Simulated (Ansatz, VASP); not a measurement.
**Re (Rhenium) in two plane-wave programs**

Wanted: the spread between two codes on one cell, functional and k mesh. The cell is taken from a series of runs on this material, whose earlier steps may have relaxed, scaled, displaced or heated it; both programs get it as it stands.

Method: plane waves, with VASP 6.6.1 beside it; zone-centre phonons at PBEsol, in Ansatz 0.2.0.

### 1. The structure

The structure is hexagonal, space group P6_3/mmc (No. 194). Conventional cell: a = 2.741 Å, b = 2.741 Å, c = 4.427 Å, α = 90.00°, β = 90.00°, γ = 120.00°. Nearest to Re lie 12 Re at 2.72 to 2.74 Å.

### 2. Ansatz: zone-centre phonons, PBEsol

Ansatz runs on its PAW soft_1 files.

Second derivatives magnify differences that forces hide, and they need a tight electronic threshold.

Contents of input.yaml:

```yaml
crystal:
  lattice:
    - [2.7414822879, 0.0, 0.0]
    - [-1.370741144, 2.3741933054, 0.0]
    - [0.0, 0.0, 4.4267318135]
  atoms:
    - { symbol: Re, position: [0.3333333333, 0.6666666667, 0.25] }
    - { symbol: Re, position: [0.6666666667, 0.3333333333, 0.75] }
kpoints:
  mp_grid: { grid: [18, 18, 12] }
hamiltonian:
  xc: pbesol
  pseudopotentials: { kind: paw, azcp: { folder: soft_1 }, xc_functional: pbe }
scf:
  occupations: { method: methfessel_paxton, width: 0.2 }
output:
  eigenvalues: true
phonons:
  method: dfpt
```

On the command line:

```console
$ ansatz run input.yaml --threads 4 --pin off --max-ram 10240MiB --backend cpu --events-out ev --progress --plain --runs-dir out
```

Numbers of over 12 decimals in the logs are rounded to 6 here.

What it wrote:

```text
zone centre: on kpoints.mp_grid the ground state, and the responses unless they are solved on pairs of k-points, stand on 637 of the mesh's 3888 k-points, reduced under 4 symmetry operations, with k and −k counted as one. Each operation leaves every solved displacement unchanged or reverses it
Engine: ansatz 0.2.0, x86_64-unknown-linux-gnu
Pseudopotentials: kind: paw
Pseudopotential: Re, paw, valence charge 15, recommended cutoff 420 eV (normal), soft_1/Re.paw.azcp
Functional definition: PBEsol
  exchange = pbesol_x
  correlation = pbesol_c
Crystal: 2 atoms, lattice volume = 28.813 Å³
Basis set: ecut = 420 eV, 573 PW (Γ), exchange–correlation on 40×40×60 points (8 copies of the dense FFT grid, shifted against one another)
Bands: 19, of which v1, the nominal top of the filled ones, is band 15 counted from 1 (14 counted from 0)
Symmetry: 24 space group operations
k-points: 637 of 3888 (irreducible under 4 space group operations, time reversal used)
Non-local potential: Re, projectors of the file, l = 0: 3, l = 1: 2, l = 2: 2, l = 3: 1
PAW form: soft (Blöchl's): semilocal exchange-correlation on the pseudo side does not see the compensation charge
PAW frozen core: Re, regenerated for the run's functional, and the local potential with it (the file was generated under x = pbe(κ = 0.804, μ = 0.219515), c = pbe(β = 0.066725))
PAW one-centre angular grid: Re, 590 points (default); XC on 64 Gauss nodes
Initial density: superposition of atomic densities (chi_scale 0.1, normalization cell)
Initial wavefunctions: pseudopotential atomic-orbital guess
Functional: x = pbesol(κ = 0.804, μ = 0.123457), c = pbesol(β = 0.046)
SCF iter   1: F=—  HF=-21477.161158 eV  |F-HF|=—  |Δ(HF+E_count)|=         —  Δρ=6.24e-2  dr2=1.03e0  ethr=3.10e-3  ⟨swp⟩=4.7  Hψ=48004  notcnv=0
preconditioner: auto → none  [metal: Δε(μ)=0.013 eV  Ē_g=6.559 eV  σ=0.200 eV  W_gap=0.06  n_scr=8 (ndim 8)  ℏωp=25.9 eV  f_vac=0.000  D(μ)=1.55/eV (n_scr^D=22)  sad-step TF]
SCF iter   2: F=—  HF=-21476.881047 eV  |F-HF|=—  |Δ(HF+E_count)|=   2.80e-1  S|Δr|=    0.00e0  Δρ=3.65e-2  dr2=3.39e-1  ethr=3.10e-3  ⟨swp⟩=2.0  Hψ=19432  notcnv=0  defer=6
SCF iter   3: F=—  HF=-21476.749851 eV  |F-HF|=—  |Δ(HF+E_count)|=   1.31e-1  S|Δr|=    0.00e0  Δρ=1.73e-3  dr2=3.12e-4  ethr=1.13e-3  ⟨swp⟩=3.0  Hψ=23514  notcnv=0  defer=6
SCF iter   4: F=—  HF=-21476.750165 eV  |F-HF|=—  |Δ(HF+E_count)|=   3.14e-4  S|Δr|=    0.00e0  Δρ=1.79e-4  dr2=9.72e-6  ethr=1.04e-6  ⟨swp⟩=2.1  Hψ=17442  notcnv=0  defer=6
SCF iter   5: F=—  HF=-21476.750162 eV  |F-HF|=—  |Δ(HF+E_count)|=   2.77e-6  S|Δr|=    0.00e0  Δρ=2.90e-5  dr2=1.62e-7  ethr=3.24e-8  ⟨swp⟩=2.0  Hψ=16429  notcnv=0  defer=6
SCF iter   6: F=—  HF=-21476.750162 eV  |F-HF|=—  |Δ(HF+E_count)|=   1.27e-7  S|Δr|=    0.00e0  Δρ=6.73e-6  dr2=1.00e-8  ethr=5.40e-10  ⟨swp⟩=2.6  Hψ=22657  notcnv=0  defer=6
SCF iter   7: F=—  HF=-21476.750162 eV  |F-HF|=—  |Δ(HF+E_count)|=   2.54e-9  S|Δr|=    0.00e0  Δρ=1.18e-6  dr2=2.61e-10  ethr=3.34e-11  ⟨swp⟩=2.8  Hψ=21689  notcnv=0  defer=6
SCF iter   8: F=-21476.750162 eV  HF=-21476.750162 eV  |F-HF|=1.09e-11  |Δ(HF+E_count)|=  4.37e-11  S|Δr|=    0.00e0  Δρ=1.00e-7  dr2=1.09e-12  ethr=1.00e-12  ⟨swp⟩=6.0  Hψ=51341  notcnv=0
SCF 1 converged in 8 iterations: F = -21476.750162 eV  dr2 = 1.09e-12
  greatest PAW one-centre occupation: 0.999 electrons in one spin orbital (limit 2), on the Re atom at site 1 (counted from 0), in its partial waves of l = 0
DFPT response loops at Γ: preconditioner auto → Kerker (q_TF=auto, 2.747 Å⁻¹) (partly filled bands, converged f_vac=0.000); β = 1.00, the filter's whole step (`scf.mixing.beta` (0.50) is not read by the response loops under this deck's `scf.mixing.preconditioner`; to damp them name `kerker` or `kerker_dos`, under which they read `scf.mixing.beta`, and type it under 1.00, their step now; both keys bind the ground state too); Broyden in place of MSR1
SCF converged after 8 iterations
Stability not checked: this state was not tested for a lower state beside it, because cold or Methfessel-Paxton smearing, or corrected tetrahedra, fill the levels in a way that the test cannot read (fill_not_monotonic; see scf.lower_state_search)
Free energy (F): -21476.750162 eV
Harris-Foulkes:  -21476.750162 eV  (|F-HF|=1.09e-11)
Internal energy: -21476.750964 eV  (E = F + TS)
E sigma→0 (E₀):  -21476.750363 eV
Entropy (-TS):   0.000802 eV (0.401 meV/atom)
Fermi energy:    24.439638 eV
--- Per-component energies (eV) ---
  E_band       = -129.626049
  E_kinetic    = 1048.935523
  E_local      = -1513.332619  (includes V_loc(G=0)·N_el)
  E_nonlocal   = 165.281414
  E_hartree    = 529.351388
  E_xc         = -709.603230
  E_vxc        = -581.475363  (∫ρ·V_xc dr)
  E_paw        = -17152.269101  (= ΣΔE_a)
  E_vpaw       = -307.737909  (= ΣTr[D̂ρ^β])
  E_aug_tail   = 0.000100  (compensation charges beyond the density's cutoff)
  E_ewald      = -3845.581093
  E_core_change = 0.466653  (= ΣΔE_core)
  E_smearing   = 0.000802  (= −TS)
  E_closure    = 0.000000  (closes the sum)
  Σ components = -21476.750162   (vs F -21476.750162, Δ=0.00e0)
--- Band table (eV; the first three rows and the last of 637) ---
  k-point 0: bands = [... 11 lower, 22.8137, 22.8207, 23.6838, 23.6838, 24.6429, 24.6429, 25.1230, 27.9277]
  k-point 1: bands = [... 11 lower, 22.7681, 22.7684, 23.6281, 23.6281, 24.7681, 24.7681, 24.8727, 27.9409]
  k-point 2: bands = [... 11 lower, 22.6713, 22.6713, 23.4771, 23.4771, 24.2386, 25.0991, 25.0991, 27.9569]
  k-point 636: bands = [... 11 lower, 21.0888, 22.2578, 22.2578, 24.2586, 24.2586, 28.5661, 28.5661, 30.9853]
--- Phonons (Γ-DFPT): 2 representative perturbations + reference, on 637 of 3888 k-points (Σ response iterations 5) ---
  k mesh reduced under 4 symmetry operations, with k and −k counted as one. Each operation leaves every solved displacement unchanged or reverses it
  ASR residual: 9.825e-5 → 0.000e0 eV/Å²; symmetrization residual: 6.647e-10 eV/Å²
  ASR residual per site (eV/Å²): 9.83e-5 9.83e-5
  Γ frequencies (cm⁻¹): 0.00 0.00 0.00 102.79 119.84 119.84
  non-analytic LO–TO correction: not included (Born effective charges unavailable; polar crystals: no LO–TO splitting at Γ)
```

### 3. VASP: zone-centre phonons, PBEsol

The same cell, functional, mesh and smearing now go to VASP, with its own data sets.

Lines of VASP's logs that name or quote its potential files are left out, and so is its time.

Contents of INCAR:

```
SYSTEM = Re
PREC = Accurate
ENCUT = 600
EDIFF = 1E-08
NELM = 120
ISMEAR = 1
SIGMA = 0.2
LREAL = .FALSE.
ALGO = Normal
GGA = PS
NBANDS = 13
LASPH = .TRUE.
LORBIT = 11
LWAVE = .FALSE.
LCHARG = .FALSE.
ISIF = 2
IBRION = 8
GGA_COMPAT = .FALSE.
KPAR = 2
```

Contents of POSCAR:

```
Re
1.0
    2.7414822879      0.0000000000      0.0000000000
   -1.3707411440      2.3741933054      0.0000000000
    0.0000000000      0.0000000000      4.4267318135
Re
2
Direct
    0.3333333333      0.6666666667      0.2500000000
    0.6666666667      0.3333333333      0.7500000000
```

Contents of KPOINTS:

```
Automatic mesh
0
Gamma
18 18 12
0 0 0
```

Potentials, in the order of the species: Re (PBE family, release 64).

On the command line:

```console
$ mpirun -np 2 vasp_std
```

What it wrote:

```text
[banner, memory and clock lines left out]
running    2 mpi-ranks, on    1 nodes
 distrk:  each k-point on    1 cores,    2 groups
 distr:  one band on    1 cores,    1 groups

 POSCAR found type information on POSCAR Re
 POSCAR found :  1 types and       2 ions
|                                                                             |
|               ----> ADVICE to this user running VASP <----                  |
|                                                                             |
|     You enforced a specific xc type in the INCAR file but a different       |
|     [... a line on the potential file left out ...]
|     I HOPE YOU KNOW WHAT YOU ARE DOING!                                     |
|                                                                             |

 LDA part: xc-table for (Slater+PW92), standard interpolation
 POSCAR, INCAR and KPOINTS ok, starting setup
 FFT: planning ... GRIDC
 FFT: planning ... GRID_SOFT
 FFT: planning ... GRID
 WAVECAR not read
 entering main loop
       N       E                     dE             d eps       ncg     rms          rms(c)
DAV:   1     0.310123035276E+02    0.31012E+02   -0.73428E+03 12682   0.146E+03
DAV:   2    -0.253061774526E+02   -0.56318E+02   -0.47637E+02 11294   0.333E+02
DAV:   3    -0.281759634175E+02   -0.28698E+01   -0.25672E+01 11888   0.988E+01
DAV:   4    -0.282206887209E+02   -0.44725E-01   -0.44215E-01 10638   0.666E+00
DAV:   5    -0.282213248826E+02   -0.63616E-03   -0.63582E-03 11365   0.113E+00    0.462E+01
DAV:   6    -0.271175492369E+02    0.11038E+01   -0.91839E-01 11729   0.270E+01    0.194E+01
DAV:   7    -0.267465914478E+02    0.37096E+00   -0.64161E-01 11958   0.220E+01    0.484E-01
DAV:   8    -0.267351215917E+02    0.11470E-01   -0.75468E-03 10764   0.736E-01    0.142E-01
DAV:   9    -0.267340682197E+02    0.10534E-02   -0.53588E-04 12137   0.243E-01    0.458E-02
DAV:  10    -0.267340731247E+02   -0.49051E-05   -0.58606E-05 11202   0.101E-01    0.154E-02
DAV:  11    -0.267340737913E+02   -0.66655E-06   -0.75276E-07 12199   0.170E-02    0.176E-03
DAV:  12    -0.267340735596E+02    0.23169E-06   -0.23472E-08  8037   0.627E-03    0.852E-04
DAV:  13    -0.267340735602E+02   -0.60822E-09   -0.11929E-08  6984   0.187E-03
   1 F= -.26734074E+02 E0= -.26734283E+02  d E =0.627508E-03
 Linear response reoptimize wavefunctions to high precision
DAV:   1    -0.267340735534E+02    0.67780E-08   -0.14334E-08  8929   0.242E-03
DAV:   2    -0.267340735534E+02   -0.10914E-10   -0.18878E-10  5957   0.422E-04
 Linear response DOF=           2
 Linear response progress:
  Degree of freedom:   1/  2
       N       E                     dE             d eps       ncg     rms          rms(c)
RMM:   1    -0.740213253608E-01   -0.74021E-01   -0.65004E+00 29910   0.163E+02
RMM:   2    -0.142616782023E+00   -0.68595E-01   -0.68399E-02 66426   0.277E+00    0.133E-01
RMM:   3    -0.142363529228E+00    0.25325E-03   -0.18868E-03 66771   0.371E-01    0.906E-02
RMM:   4    -0.141570565823E+00    0.79296E-03   -0.10414E-03 68489   0.335E-01    0.231E-02
RMM:   5    -0.141616577573E+00   -0.46012E-04   -0.44637E-05 65312   0.771E-02    0.927E-03
RMM:   6    -0.141628320206E+00   -0.11743E-04   -0.73925E-06 68821   0.275E-02    0.419E-03
RMM:   7    -0.141630792953E+00   -0.24727E-05   -0.31154E-07 60811   0.988E-03    0.109E-03
RMM:   8    -0.141629541726E+00    0.12512E-05   -0.16022E-07 70645   0.252E-03    0.393E-04
RMM:   9    -0.141628683661E+00    0.85806E-06   -0.36007E-08 67765   0.122E-03    0.716E-05
RMM:  10    -0.141628609279E+00    0.74382E-07   -0.41047E-08 72316   0.687E-04    0.211E-05
RMM:  11    -0.141628630275E+00   -0.20996E-07   -0.40107E-08 70284   0.655E-04    0.510E-06
RMM:  12    -0.141628626565E+00    0.37098E-08   -0.33979E-08 71914   0.639E-04    0.256E-06
 first order change of Fermi-energy  -0.16391E-04
 force on displaced ion       1 direction 1 :  -4.757   0.000   0.000
 Linear response progress:
  Degree of freedom:   2/  2
       N       E                     dE             d eps       ncg     rms          rms(c)
RMM:   1    -0.110417515963E+00   -0.11042E+00   -0.71015E+00 10275   0.170E+02
RMM:   2    -0.184891394252E+00   -0.74474E-01   -0.56990E-02 21350   0.333E+00    0.208E-01
RMM:   3    -0.186205104813E+00   -0.13137E-02   -0.50583E-03 22214   0.681E-01    0.119E-01
RMM:   4    -0.186449635839E+00   -0.24453E-03   -0.61816E-04 24204   0.201E-01    0.536E-02
RMM:   5    -0.186634115689E+00   -0.18448E-03   -0.14415E-04 22285   0.155E-01    0.143E-02
RMM:   6    -0.186670843775E+00   -0.36728E-04    0.64568E-06 21575   0.440E-02    0.675E-03
RMM:   7    -0.186709130581E+00   -0.38287E-04    0.20119E-05 21277   0.300E-02    0.307E-03
RMM:   8    -0.186707739521E+00    0.13911E-05    0.17677E-05 24183   0.998E-03    0.158E-03
RMM:   9    -0.186700857427E+00    0.68821E-05    0.69741E-06 20310   0.128E-02    0.275E-04
RMM:  10    -0.186703451124E+00   -0.25937E-05   -0.38201E-06 23692   0.361E-03    0.239E-04
RMM:  11    -0.186703344063E+00    0.10706E-06   -0.76129E-07 22567   0.138E-03    0.171E-04
RMM:  12    -0.186702743627E+00    0.60044E-06    0.80246E-08 22642   0.114E-03    0.354E-05
RMM:  13    -0.186702921846E+00   -0.17822E-06   -0.14708E-07 24460   0.876E-04    0.547E-06
RMM:  14    -0.186702961450E+00   -0.39604E-07   -0.24669E-07 25186   0.735E-04    0.495E-06
RMM:  15    -0.186702997727E+00   -0.36277E-07   -0.28741E-07 24761   0.720E-04    0.265E-06
RMM:  16    -0.186702992129E+00    0.55982E-08   -0.27247E-07 23344   0.728E-04    0.854E-07
RMM:  17    -0.186702993601E+00   -0.14720E-08   -0.27311E-07 26159   0.722E-04    0.252E-07
RMM:  18    -0.186702994174E+00   -0.57346E-09   -0.26955E-07 24319   0.723E-04    0.231E-07
RMM:  19    -0.186702993020E+00    0.11538E-08   -0.23172E-07 23373   0.722E-04    0.312E-07
RMM:  20    -0.186702992598E+00    0.42215E-09   -0.16496E-07 23556   0.722E-04    0.518E-07
RMM:  21    -0.186702992865E+00   -0.26717E-09   -0.11741E-07 24645   0.721E-04    0.770E-07
RMM:  22    -0.186702992675E+00    0.18996E-09   -0.62858E-08 23615   0.720E-04    0.573E-07
 first order change of Fermi-energy   0.82677E-04
 force on displaced ion       1 direction 3 :  -0.000   0.000  -3.344
 Linear response finished
```

From OUTCAR (step 3):

```text
ion  position               nearest neighbor table
   1  0.333  0.667  0.250-   2 2.72   2 2.72   2 2.72   2 2.72   2 2.72   2 2.72
   2  0.667  0.333  0.750-   1 2.72   1 2.72   1 2.72   1 2.72   1 2.72   1 2.72

  LATTYP: Found a hexagonal cell.
 ALAT       =     2.7414822879
 C/A-ratio  =     1.6147220185

 Subroutine GETGRP returns: Found 24 space group operations
 (whereof 12 operations were pure point group operations)

The static configuration has the point symmetry D_3d.
 The point group associated with its full space group is D_6h.

 Found    259 irreducible k-points:

   k-points           NKPTS =    259   k-points in BZ     NKDIM =    259   number of bands    NBANDS=     13

   dimension x,y,z NGX =    24 NGY =   24 NGZ =   36
   dimension x,y,z NGXF=    48 NGYF=   48 NGZF=   72

   ENCUT  =  600.0 eV  44.10 Ry    6.64 a.u.   5.48  5.48  8.84*2*pi/ulx,y,z

   NELECT =      14.0000    total number of electrons

 k-points in reciprocal lattice and weights: Automatic mesh
   0.00000000  0.00000000  0.00000000       0.000
   0.05555556  0.00000000  0.00000000       0.002
   0.11111111  0.00000000  0.00000000       0.002
   0.16666667  0.00000000  0.00000000       0.002
   0.22222222  0.00000000  0.00000000       0.002
   0.27777778  0.00000000  0.00000000       0.002
   0.33333333  0.00000000  0.00000000       0.002
   0.38888889 -0.00000000  0.00000000       0.002
   0.44444444  0.00000000  0.00000000       0.002
[...]
0.33333333  0.27777778  0.50000000       0.003
   0.33333333  0.33333333  0.50000000       0.001

 average (electrostatic) potential at core
       1 -38.6594       2 -38.6594

  Total        0.7659876      0.7659876      0.7450388     -0.0000000     -0.0000000     -0.0000000
  in kB       42.5939154     42.5939154     41.4290269     -0.0000000     -0.0000000     -0.0000000
  external PRESSURE =      42.2056192 kB  Pullay stress =       0.0000000 kB

  energy-cutoff  :      600.00
  volume of cell :       28.81
      direct lattice vectors                 reciprocal lattice vectors
     2.741482288  0.000000000  0.000000000     0.364766172  0.210597848  0.000000000
    -1.370741144  2.374193305  0.000000000     0.000000000  0.421195695  0.000000000
     0.000000000  0.000000000  4.426731814     0.000000000  0.000000000  0.225900290

 POSITION                                       TOTAL-FORCE (eV/Angst)
 -----------------------------------------------------------------------------------
     -0.00000      1.58280      1.10668        -0.000000      0.000000      0.000000
      1.37074      0.79140      3.32005         0.000000      0.000000      0.000000
 -----------------------------------------------------------------------------------
    total drift:                                0.000000     -0.000000     -0.000000

 Eigenvectors and eigenvalues of the dynamical matrix
 ----------------------------------------------------

   1 f  =    3.533720 THz    22.203018 2PiTHz  117.872213 cm-1    14.614285 meV
             X         Y         Z           dx          dy          dz
     -0.000000  1.582796  1.106683    -0.259473    0.657780   -0.000000
      1.370741  0.791398  3.320049     0.259473   -0.657780    0.000000

   2 f  =    3.533720 THz    22.203018 2PiTHz  117.872213 cm-1    14.614285 meV
             X         Y         Z           dx          dy          dz
     -0.000000  1.582796  1.106683     0.657780    0.259473    0.000000
      1.370741  0.791398  3.320049    -0.657780   -0.259473    0.000000

   3 f  =    2.962573 THz    18.614392 2PiTHz   98.820782 cm-1    12.252210 meV
             X         Y         Z           dx          dy          dz
     -0.000000  1.582796  1.106683     0.000000    0.000000   -0.707107
      1.370741  0.791398  3.320049    -0.000000    0.000000    0.707107

   4 f  =    0.000000 THz     0.000000 2PiTHz    0.000000 cm-1     0.000000 meV
             X         Y         Z           dx          dy          dz
     -0.000000  1.582796  1.106683    -0.418232   -0.570160    0.000000
      1.370741  0.791398  3.320049    -0.418232   -0.570160    0.000000

   5 f  =    0.000000 THz     0.000000 2PiTHz    0.000000 cm-1     0.000000 meV
             X         Y         Z           dx          dy          dz
     -0.000000  1.582796  1.106683    -0.000000    0.000000    0.707107
      1.370741  0.791398  3.320049     0.000000    0.000000    0.707107

   6 f/i=    0.000000 THz     0.000000 2PiTHz    0.000002 cm-1     0.000000 meV
             X         Y         Z           dx          dy          dz
     -0.000000  1.582796  1.106683     0.570160   -0.418232   -0.000000
      1.370741  0.791398  3.320049     0.570160   -0.418232    0.000000

 ELASTIC MODULI CONTR FROM IONIC RELAXATION (kBar)
 Direction    XX          YY          ZZ          XY          YZ          ZX
 --------------------------------------------------------------------------------
 XX        -162.9564    162.9564     -0.0000      0.0000      0.0000      0.0000
 YY         162.9564   -162.9564      0.0000      0.0000      0.0000     -0.0000
 ZZ          -0.0000      0.0000     -0.0000      0.0000      0.0000     -0.0000
 XY           0.0000      0.0000      0.0000   -162.9564      0.0000      0.0000
 YZ           0.0000      0.0000      0.0000      0.0000      0.0000      0.0000
 ZX           0.0000     -0.0000     -0.0000      0.0000      0.0000     -0.0000
 --------------------------------------------------------------------------------
```

The data set Re keeps the semicore shell frozen, which is cheaper and a little less accurate.

### 4. Differences

Known differences besides the potentials themselves: the data sets hold 30 valence electrons in Ansatz (on its PAW soft_1 files) and 14 in VASP; the cutoff is 420 eV in Ansatz and 600 eV in VASP; Ansatz makes its cores anew for this functional, VASP keeps those of its PBE data sets. Total energies have different zeros and are not compared.

Compared:

| quantity | Ansatz | VASP | difference |
| --- | --- | --- | --- |
| optical mode 1 (cm⁻¹) | 102.8 | 98.8 | +4.02 % |
| optical mode 2 to 3 (cm⁻¹) | 119.8 | 117.9 | +1.67 % |

Modes are paired by rising frequency, not by their patterns, so a pair may set unlike modes beside each other; they are those without the splitting of longitudinal modes.

### 5. Outcome

```
r.m.s. difference of the optical zone-centre modes, each program's sorted by frequency (zone-centre phonons, PBEsol) : 2.8 cm⁻¹
difference in optical mode 1 (zone-centre phonons, PBEsol)                                                           : +4.0 %
```

In words: The r.m.s. difference of the optical zone-centre modes, each program's sorted by frequency is 2.8 cm⁻¹ (zone-centre phonons, PBEsol). The data sets hold unlike numbers of valence electrons (30 in Ansatz and 14 in VASP), so part of the differences comes from the potentials. Among the rows given in per cent, the largest difference of the zone-centre phonons, PBEsol pair is in optical mode 1, +4.0 %. How closely two codes agree says nothing of how well the functional describes the real material.

[Lines on the potential files, build, host, timing and source positions are cut from VASP's logs without a mark.]

[Logs are printed without paths, hosts, clocks, repeated set-up lines and the standing remarks that a program may print on its own settings, such as how far it seeks lower states.]

[Hosts, paths, dates, database ids (printed as entryN), source tags and the programs' standing remarks are cut or masked in the printed files.]
